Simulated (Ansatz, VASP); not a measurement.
# TePt (zincblende type (invented)): VASP beside Ansatz

Wanted: the spread between two codes on one cell, functional and k mesh. The cell is generated by rule, not measured, and may not be a known phase. The cell is taken from a series of runs on this material, whose earlier steps may have relaxed, scaled, displaced or heated it; both programs get it as it stands.

Method: plane waves, with VASP 6.6.1 beside it; relaxation of cell and atoms at PBEsol, in Ansatz 0.2.0.

**1. The structure**

Symmetry: F-43m, No. 216, cubic system. The conventional cell has a = 5.952 Å, b = 5.952 Å, c = 5.952 Å, α = 90.00°, β = 90.00°, γ = 90.00°. Nearest to Pt lie 4 Te at 2.58 Å. Nearest to Te lie 4 Pt at 2.58 Å. Farther neighbours and most contacts between anions are not listed.

**2. VASP: relaxation of cell and atoms, PBEsol**

The relaxed volume is the usual yardstick between codes: in a stiff, nearly cubic crystal its relative difference is about their pressure difference at one cell divided by the bulk modulus.

Lines of VASP's logs that name or quote its potential files are left out, and so is its time.

Contents of INCAR:

```
SYSTEM = TePt
PREC = Accurate
ENCUT = 500
EDIFF = 1E-07
NELM = 120
ISMEAR = 0
SIGMA = 0.1
LREAL = .FALSE.
ALGO = Normal
GGA = PS
NBANDS = 14
LASPH = .TRUE.
LORBIT = 11
LWAVE = .FALSE.
LCHARG = .FALSE.
ISIF = 3
IBRION = 2
NSW = 80
EDIFFG = -0.005
GGA_COMPAT = .FALSE.
NELMIN = 4
```

Contents of POSCAR:

```
TePt
1.0
    0.0000000000      2.9760730000      2.9760730000
    2.9760730000      0.0000000000      2.9760730000
    2.9760730000      2.9760730000      0.0000000000
Pt Te
1 1
Direct
    0.0000000000      0.0000000000      0.0000000000
    0.7499999160      0.7499999160      0.7499999160
```

Contents of KPOINTS:

```
Automatic mesh
0
Gamma
12 12 12
0 0 0
```

Potentials, in the order of the species: Pt and Te (PBE family, release 64).

The run is started by

```
$ mpirun -np 1 vasp_std
```

Numbers of over 12 decimals in the logs are rounded to 6 here.

What it wrote:

```text
[banner, memory and clock lines left out]
running    1 mpi-ranks, on    1 nodes
 distrk:  each k-point on    1 cores,    1 groups
 distr:  one band on    1 cores,    1 groups

 POSCAR found type information on POSCAR PtTe
 POSCAR found :  2 types and       2 ions
|                                                                             |
|               ----> ADVICE to this user running VASP <----                  |
|                                                                             |
|     You enforced a specific xc type in the INCAR file but a different       |
|     [... a line on the potential file left out ...]
|     I HOPE YOU KNOW WHAT YOU ARE DOING!                                     |
|                                                                             |

 LDA part: xc-table for (Slater+PW92), standard interpolation
 POSCAR, INCAR and KPOINTS ok, starting setup
 FFT: planning ... GRIDC
 FFT: planning ... GRID_SOFT
 FFT: planning ... GRID
 WAVECAR not read
 entering main loop
       N       E                     dE             d eps       ncg     rms          rms(c)
DAV:   1     0.697837439514E+02    0.69784E+02   -0.65816E+03  2040   0.937E+02
DAV:   2    -0.838005091199E+01   -0.78164E+02   -0.70794E+02  2370   0.186E+02
DAV:   3    -0.107891894969E+02   -0.24091E+01   -0.23885E+01  2520   0.333E+01
DAV:   4    -0.108185345843E+02   -0.29345E-01   -0.29342E-01  2796   0.393E+00
DAV:   5    -0.108187716068E+02   -0.23702E-03   -0.23702E-03  2652   0.260E-01    0.987E+00
DAV:   6    -0.106232909828E+02    0.19548E+00   -0.67939E-01  2130   0.737E+00    0.577E+00
DAV:   7    -0.105810920712E+02    0.42199E-01   -0.62535E-02  2178   0.229E+00    0.280E+00
DAV:   8    -0.105694016567E+02    0.11690E-01   -0.28954E-02  2442   0.139E+00    0.433E-01
DAV:   9    -0.105693132854E+02    0.88371E-04   -0.58031E-04  2592   0.171E-01    0.367E-01
DAV:  10    -0.105692024787E+02    0.11081E-03   -0.31707E-04  2160   0.113E-01    0.511E-02
DAV:  11    -0.105691945609E+02    0.79179E-05   -0.44608E-05  2568   0.424E-02    0.278E-02
DAV:  12    -0.105691963954E+02   -0.18345E-05   -0.21336E-06  2352   0.101E-02    0.159E-02
DAV:  13    -0.105691970528E+02   -0.65740E-06   -0.60548E-07  2292   0.592E-03    0.677E-03
DAV:  14    -0.105691969791E+02    0.73647E-07   -0.54919E-08  1800   0.188E-03
   1 F= -.10569197E+02 E0= -.10565337E+02  d E =-.105692E+02
 curvature:   0.00 expect dE= 0.000E+00 dE for cont linesearch  0.000E+00
 trial: gam= 0.00000 g(F)=  0.481E-41 g(S)=  0.155E-02 ort = 0.000E+00 (trialstep = 0.100E+01)
 search vector abs. value=  0.155E-02
 bond charge predicted
       N       E                     dE             d eps       ncg     rms          rms(c)
DAV:   1    -0.105851086827E+02   -0.15912E-01   -0.24682E-01  2016   0.447E+00    0.785E-01
DAV:   2    -0.105706400475E+02    0.14469E-01   -0.62807E-02  2022   0.233E+00    0.278E-01
DAV:   3    -0.105692388850E+02    0.14012E-02   -0.27749E-03  2178   0.498E-01    0.145E-01
DAV:   4    -0.105689389457E+02    0.29994E-03   -0.10970E-03  2106   0.179E-01    0.731E-02
DAV:   5    -0.105689421552E+02   -0.32095E-05   -0.42538E-05  2504   0.486E-02    0.759E-02
DAV:   6    -0.105689488656E+02   -0.67104E-05   -0.86516E-06  2364   0.203E-02    0.113E-02
DAV:   7    -0.105689485129E+02    0.35266E-06   -0.20515E-06  2250   0.115E-02    0.356E-03
DAV:   8    -0.105689485249E+02   -0.12048E-07   -0.25158E-07  2412   0.330E-03
   2 F= -.10568949E+02 E0= -.10565145E+02  d E =0.248454E-03
 trial-energy change:    0.000248  1 .order    0.000264   -0.001545    0.002074
 step:   0.4334(harm=  0.4270)  dis= 0.00000  next Energy=   -10.569533 (dE=-0.336E-03)
 bond charge predicted
       N       E                     dE             d eps       ncg     rms          rms(c)
DAV:   1    -0.105747229753E+02   -0.57745E-02   -0.79292E-02  2016   0.253E+00    0.441E-01
DAV:   2    -0.105700861638E+02    0.46368E-02   -0.20097E-02  2016   0.133E+00    0.166E-01
DAV:   3    -0.105696384308E+02    0.44773E-03   -0.87868E-04  2148   0.279E-01    0.893E-02
DAV:   4    -0.105695352887E+02    0.10314E-03   -0.34345E-04  2094   0.101E-01    0.432E-02
DAV:   5    -0.105695352815E+02    0.71893E-08   -0.13849E-05  2498   0.277E-02    0.437E-02
DAV:   6    -0.105695361487E+02   -0.86722E-06   -0.30905E-06  2346   0.123E-02    0.536E-03
DAV:   7    -0.105695359142E+02    0.23456E-06   -0.57373E-07  2250   0.608E-03    0.196E-03
DAV:   8    -0.105695359502E+02   -0.36066E-07   -0.67118E-08  1212   0.173E-03
   3 F= -.10569536E+02 E0= -.10565700E+02  d E =-.338971E-03
 curvature:  -0.21 expect dE=-0.541E-07 dE for cont linesearch -0.541E-07
 trial: gam= 0.00000 g(F)=  0.690E-41 g(S)=  0.253E-06 ort =-0.198E-04 (trialstep = 0.887E+00)
 search vector abs. value=  0.254E-06
 reached required accuracy - stopping structural energy minimisation
```

From OUTCAR (step 2):

```text
ion  position               nearest neighbor table
   1  0.000  0.000  0.000-   2 2.58   2 2.58   2 2.58   2 2.58
   2  0.750  0.750  0.750-   1 2.58   1 2.58   1 2.58   1 2.58

  LATTYP: Found a face centered cubic cell.
 ALAT       =     5.9521460000

 Subroutine GETGRP returns: Found 24 space group operations
 (whereof 24 operations were pure point group operations)

The static configuration has the point symmetry T_d .

 Found     72 irreducible k-points:

   k-points           NKPTS =     72   k-points in BZ     NKDIM =     72   number of bands    NBANDS=     14

   dimension x,y,z NGX =    32 NGY =   32 NGZ =   32
   dimension x,y,z NGXF=    64 NGYF=   64 NGZF=   64

   ENCUT  =  500.0 eV  36.75 Ry    6.06 a.u.   7.67  7.67  7.67*2*pi/ulx,y,z

   NELECT =      16.0000    total number of electrons

 k-points in reciprocal lattice and weights: Automatic mesh
   0.00000000  0.00000000  0.00000000       0.001
   0.08333333  0.00000000  0.00000000       0.005
   0.16666667  0.00000000  0.00000000       0.005
   0.25000000  0.00000000  0.00000000       0.005
   0.33333333  0.00000000  0.00000000       0.005
   0.41666667  0.00000000  0.00000000       0.005
   0.50000000  0.00000000  0.00000000       0.002
   0.08333333  0.08333333  0.00000000       0.003
   0.16666667  0.08333333  0.00000000       0.014
[...]
-0.33333333  0.50000000  0.16666667       0.007
  -0.25000000  0.50000000  0.25000000       0.003

 average (electrostatic) potential at core
       1 -67.2126       2 -88.4683

 E-fermi :   6.4895

 k-point     1 :       0.0000    0.0000    0.0000
  band No.  band energies     occupation
    ...
      2       1.3705      2.00000
      3       1.3705      2.00000
      4       1.3705      2.00000
      5       3.5192      2.00000
      6       3.5192      2.00000
      7       8.3537      0.00000
      8       9.2515      0.00000
      9       9.2515      0.00000
     10       9.2515      0.00000
     11      12.1425      0.00000
    ...

 k-point     2 :       0.0833    0.0000    0.0000
  band No.  band energies     occupation
    ...
      2       1.3097      2.00000
      3       1.3952      2.00000
      4       1.3952      2.00000
      5       3.5091      2.00000
      6       3.5091      2.00000
      7       7.9577      0.00000
      8       9.0943      0.00000
      9       9.0943      0.00000
     10       9.3045      0.00000
     11      12.0735      0.00000
    ...

 k-point     3 :       0.1667    0.0000    0.0000
  band No.  band energies     occupation
    ...
      2       1.1556      2.00000
      3       1.4610      2.00000
      4       1.4610      2.00000
      5       3.4905      2.00000
      6       3.4905      2.00000
      7       6.9702      0.00000
      8       8.7094      0.00000
      9       8.7094      0.00000
     10       9.4171      0.00000
     11      12.2867      0.00000
    ...

  Total        0.0018714      0.0018714      0.0018714      0.0000000      0.0000000      0.0000000
  in kB        0.0571346      0.0571346      0.0571346      0.0000000      0.0000000      0.0000000
  external PRESSURE =       0.0571346 kB  Pullay stress =       0.0000000 kB

  energy-cutoff  :      500.00
  volume of cell :       52.48
      direct lattice vectors                 reciprocal lattice vectors
     0.000000000  2.971526157  2.971526157    -0.168263705  0.168263705  0.168263705
     2.971526157 -0.000000000  2.971526157     0.168263705 -0.168263705  0.168263705
     2.971526157  2.971526157 -0.000000000     0.168263705  0.168263705 -0.168263705

 POSITION                                       TOTAL-FORCE (eV/Angst)
 -----------------------------------------------------------------------------------
      0.00000      0.00000      0.00000         0.000000      0.000000      0.000000
      4.45729      4.45729      4.45729        -0.000000     -0.000000     -0.000000
 -----------------------------------------------------------------------------------
    total drift:                                0.000119      0.000119      0.000119

  FREE ENERGIE OF THE ION-ELECTRON SYSTEM (eV)
  ---------------------------------------------------
  free  energy   TOTEN  =       -10.5695359502 eV

  energy  without entropy=      -10.5618637589  energy(sigma->0) =      -10.56569985

 reached required accuracy - stopping structural energy minimisation

 total charge
# of ion       s       p       d       tot
------------------------------------------
    1        0.686   0.516   8.207   9.409
    2        1.357   1.875   0.122   3.354
--------------------------------------------------
tot          2.043   2.391   8.329  12.763

[... 3 further parts left out ...]
```

The run keeps the 24 symmetry operations of its start, so it cannot find a distortion of lower symmetry.

**3. Ansatz: relaxation of cell and atoms, PBEsol**

Ansatz runs on its default PAW (the set named soft_2) files.

The same cell, functional, mesh and smearing now go to Ansatz, which takes its cutoff from its data sets.

Contents of input.yaml:

```yaml
crystal:
  lattice:
    - [0.0, 2.9760727755, 2.9760727755]
    - [2.9760727755, 0.0, 2.9760727755]
    - [2.9760727755, 2.9760727755, 0.0]
  atoms:
    - { symbol: Pt, position: [0.0, 0.0, 0.0] }
    - { symbol: Te, position: [0.75, 0.75, 0.75] }
kpoints:
  mp_grid: { grid: [12, 12, 12] }
hamiltonian:
  xc: pbesol
scf:
  occupations: { method: gaussian, width: 0.1 }
output:
  forces: true
  stress: true
  eigenvalues: true
relax:
  adjacent_minimum: "off"
  f_tol: 0.005
  max_steps: 80
  cell: { stress_tol: 0.05 }
```

The run is started by

```
$ ansatz run input.yaml --threads 2 --pin off --max-ram 5120MiB --backend cpu --events-out ev --progress --plain --runs-dir out
```

What it wrote:

```text
Engine: ansatz 0.2.0, aarch64-unknown-linux-gnu
Pseudopotentials: kind: paw
Pseudopotential: Pt, paw, valence charge 18, recommended cutoff 420 eV (normal), Pt.paw.azcp
Pseudopotential: Te, paw, valence charge 16, recommended cutoff 420 eV (normal), Te.paw.azcp
Functional definition: PBEsol
  exchange = pbesol_x
  correlation = pbesol_c
Crystal: 2 atoms, lattice volume = 52.718 Å³
Basis set: ecut = 420 eV, 965 PW (Γ), exchange–correlation on 60×60×60 points (8 copies of the dense FFT grid, shifted against one another)
Bands: 21, of which v1, the nominal top of the filled ones, is band 17 counted from 1 (16 counted from 0)
Symmetry: 24 space group operations
Space group: F-43m (ITA 216), of the structure as read, at distance tolerance 3.7e-5 Å
k-points: 72 of 1728 (time reversal used)
Non-local potential: Pt, projectors of the file, l = 0: 3, l = 1: 2, l = 2: 2, l = 3: 1
Non-local potential: Te, projectors of the file, l = 0: 2, l = 1: 2, l = 2: 2, l = 3: 2
PAW form: soft (Blöchl's): semilocal exchange-correlation on the pseudo side does not see the compensation charge
PAW frozen core: Pt, regenerated for the run's functional, and the local potential with it (the file was generated under x = pbe(κ = 0.804, μ = 0.219515), c = pbe(β = 0.066725))
PAW frozen core: Te, regenerated for the run's functional, and the local potential with it (the file was generated under x = pbe(κ = 0.804, μ = 0.219515), c = pbe(β = 0.066725))
PAW one-centre angular grid: Pt, 590 points (default); XC on 64 Gauss nodes
PAW one-centre angular grid: Te, 590 points (default); XC on 64 Gauss nodes
Initial density: superposition of atomic densities (neutral atoms: chi_scale 0, normalization atom), corrected by the library's trained network
Initial wavefunctions: pseudopotential atomic-orbital guess
Functional: x = pbesol(κ = 0.804, μ = 0.123457), c = pbesol(β = 0.046)
SCF iter   1: F=—  HF=-19285.395319 eV  |F-HF|=—  |Δ(HF+E_count)|=         —  Δρ=4.12e-3  dr2=1.37e-2  ethr=1.77e-3  ⟨swp⟩=5.9  Hψ=7369  notcnv=0
preconditioner: auto → LDOS  [metal: Δε(μ)=0.036 eV  Ē_g=9.002 eV  σ=0.100 eV  W_gap=0.20  n_scr=14 (ndim 8)  ℏωp=20.5 eV  f_vac=0.075  D(μ)=1.57/eV (n_scr^D=14)  β→1.0]
SCF iter   2: F=—  HF=-19285.392698 eV  |F-HF|=—  |Δ(HF+E_count)|=   2.62e-3  Δρ=1.49e-3  dr2=9.02e-4  ethr=4.02e-5  ⟨swp⟩=2.9  Hψ=3178  notcnv=0
SCF iter   3: F=—  HF=-19285.392365 eV  |F-HF|=—  |Δ(HF+E_count)|=   3.33e-4  Δρ=4.86e-4  dr2=1.47e-4  ethr=2.65e-6  ⟨swp⟩=2.0  Hψ=2632  notcnv=0
SCF iter   4: F=—  HF=-19285.392319 eV  |F-HF|=—  |Δ(HF+E_count)|=   4.57e-5  Δρ=1.15e-4  dr2=1.16e-5  ethr=4.31e-7  ⟨swp⟩=2.1  Hψ=2408  notcnv=0
SCF iter   5: F=—  HF=-19285.392314 eV  |F-HF|=—  |Δ(HF+E_count)|=   5.34e-6  Δρ=1.99e-5  dr2=2.83e-7  ethr=3.42e-8  ⟨swp⟩=2.0  Hψ=1826  notcnv=0
SCF iter   6: F=-19285.392314 eV  HF=-19285.392314 eV  |F-HF|=4.46e-9  |Δ(HF+E_count)|=   6.92e-8  Δρ=2.44e-6  dr2=5.52e-9  ethr=2.94e-10  ⟨swp⟩=7.0  Hψ=6728  notcnv=0
SCF 1 converged in 6 iterations: F = -19285.392314 eV  dr2 = 5.52e-9
  greatest PAW one-centre occupation: 1.000 electrons in one spin orbital (limit 2), on the Pt atom at site 0 (counted from 0), in its partial waves of l = 0
relax step   1: F+E_penalty+E_count = -19285.39231357 eV  Δ(F+E_penalty+E_count) = +0.000e0 eV  max|allowed force component| = 4.395e-17 eV/Å  Δτ_max = 0.0000 Å  P = -0.312 GPa  Ω = 52.718 Å³  (6 SCF iters, dr2 threshold 1.00e-7 eV, accepted)
[...]
relax step   2: F+E_penalty+E_count = -19285.39240962 eV  Δ(F+E_penalty+E_count) = -9.605e-5 eV  max|allowed force component| = 3.238e-17 eV/Å  Δτ_max = 0.0000 Å  P = +0.291 GPa  Ω = 52.396 Å³  energy of the carried Pulay correction = +7.153e-5 eV  (5 SCF iters, dr2 threshold 2.00e-7 eV, accepted)
[...]
relax step   3: F+E_penalty+E_count = -19285.39251447 eV  Δ(F+E_penalty+E_count) = -1.048e-4 eV  max|allowed force component| = 3.238e-17 eV/Å  Δτ_max = 0.0000 Å  P = -0.002 GPa  Ω = 52.551 Å³  energy of the carried Pulay correction = +3.704e-5 eV  (4 SCF iters, dr2 threshold 2.00e-7 eV, accepted)
[...]
relax step   4: F+E_penalty+E_count = -19285.39247305 eV  Δ(F+E_penalty+E_count) = +4.142e-5 eV  max|allowed force component| = 5.320e-17 eV/Å  Δτ_max = 0.0000 Å  P = -0.001 GPa  Ω = 52.551 Å³  stress off target by 1.38e-3 GPa  SCF on the basis re-selected at this cell (its energy is not comparable with the rows above)  (4 SCF iters)
basis re-selected at this cell: Δ(F+E_penalty+E_count) = +4.142e-5 eV, ΔP = +0.001 GPa vs the last step (what re-selecting the basis moved, of the pressure what is left beyond the Pulay correction that the steps carried, after the strain that the cell walked since its last selection, with what the two solves' SCF thresholds leave and, on support functions, any second-order correction that the steps lacked; it is no m [...]
SCF converged after 4 iterations
Free energy (F): -19285.392473 eV
Harris-Foulkes:  -19285.392473 eV  (|F-HF|=2.18e-11)
Internal energy: -19285.384779 eV  (E = F + TS)
E sigma→0 (E₀):  -19285.388626 eV
Entropy (-TS):   -0.007694 eV (-3.847 meV/atom)
Fermi energy:    11.761897 eV
--- Per-component energies (eV) ---
  E_band       = -558.339940
  E_kinetic    = 821.236135
  E_local      = -3680.380368  (includes V_loc(G=0)·N_el)
  E_nonlocal   = -103.626630
  E_hartree    = 1742.693482
  E_xc         = -383.437937
  E_vxc        = -406.284510  (∫ρ·V_xc dr)
  E_paw        = -13903.156485  (= ΣΔE_a)
  E_vpaw       = -674.671548  (= ΣTr[D̂ρ^β])
  E_aug_tail   = -0.000107  (compensation charges beyond the density's cutoff)
  E_ewald      = -3779.374666
  E_core_change = 0.661796  (= ΣΔE_core)
  E_smearing   = -0.007694  (= −TS)
  E_closure    = 0.000000  (closes the sum)
  Σ components = -19285.392473   (vs F -19285.392473, Δ=0.00e0)
--- Forces (eV/Å), atoms counted from 1 ---
  atom   1  Pt     0.00000000    -0.00000000    -0.00000000
  atom   2  Te     0.00000000    -0.00000000    -0.00000000
  max |Σ_I F_I| component: 2.27e-16 eV/Å
--- Stress (GPa, compression-positive) ---
       -0.001385       0.000000       0.000000
        0.000000      -0.001385      -0.000000
        0.000000       0.000000      -0.001385
  P = ⅓ Tr σ = -0.0014 GPa (-0.014 kbar)
--- Band table (eV; the first three rows and the last of 72) ---
  k-point 0: bands = [... 13 lower, 8.7923, 8.7923, 13.6129, 14.5148, 14.5148, 14.5148, 17.4671, 17.4671]
  k-point 1: bands = [... 13 lower, 8.7823, 8.7823, 13.2210, 14.3588, 14.3588, 14.5681, 17.3826, 17.6321]
  k-point 2: bands = [... 13 lower, 8.7639, 8.7639, 12.2396, 13.9758, 13.9758, 14.6836, 17.5781, 18.0104]
  k-point 71: bands = [... 13 lower, 8.6542, 9.0626, 9.2043, 9.8358, 11.1256, 17.6757, 18.0288, 18.9541]
--- Relaxed structure (3 steps of the walk, 3 accepted, 1 SCFs on fresh bases) ---
  F+E_penalty+E_count = -19285.39247305 eV   max|allowed force component| = 5.320e-17 eV/Å   (the final SCF, on the basis selected at the relaxed cell)
  cell:  # Å, volume = 52.5513 Å³
    - [0, 2.972928, 2.972928]
    - [2.972928, 0, 2.972928]
    - [2.972928, 2.972928, 0]
  atoms:
    - { symbol: Pt, position: [0, 0, 0] }
    - { symbol: Te, position: [0.75, 0.75, 0.75] }
```

Reading the cycles: dr2 is the Hartree energy of the density residual (eV), the measure of convergence; HF is the Harris–Foulkes estimate of the energy, which meets the free energy F at convergence.

**4. Side by side**

Known differences besides the potentials themselves: the data sets hold 34 valence electrons in Ansatz (on its default PAW (the set named soft_2) files) and 16 in VASP; the cutoff is 420 eV in Ansatz and 500 eV in VASP; Ansatz makes its cores anew for this functional, VASP keeps those of its PBE data sets; Ansatz adds a Pulay correction to the stress that steers its cell, VASP none. Total energies have different zeros and are not compared.

Compared:

```tsv
quantity	Ansatz	VASP	difference
volume (Å³)	52.55	52.48	+0.14 %
edge a after relaxation, in the typed setting (Å)	4.204	4.202	+0.05 %
```

**5. Outcome**

```
difference in volume (relaxation of cell and atoms, PBEsol) : 0.14 %
```

**Reading.** The difference in volume is 0.14 % (relaxation of cell and atoms, PBEsol), within the 1.2 % picked in this series as the mark of a large difference, as far as the stopping tolerances let one tell. The data sets hold unlike numbers of valence electrons (34 in Ansatz and 16 in VASP), so part of the differences comes from the potentials. 1 further run of this series is not shown here. How closely two codes agree says nothing of how well the functional describes the real material.

[Lines on the potential files, build, host, timing and source positions are cut from VASP's logs without a mark.]

[Logs are printed without paths, hosts, clocks, repeated set-up lines and the standing remarks that a program may print on its own settings, such as how far it seeks lower states.]

[Hosts, paths, dates, database ids (printed as entryN), source tags and the programs' standing remarks are cut or masked in the printed files.]
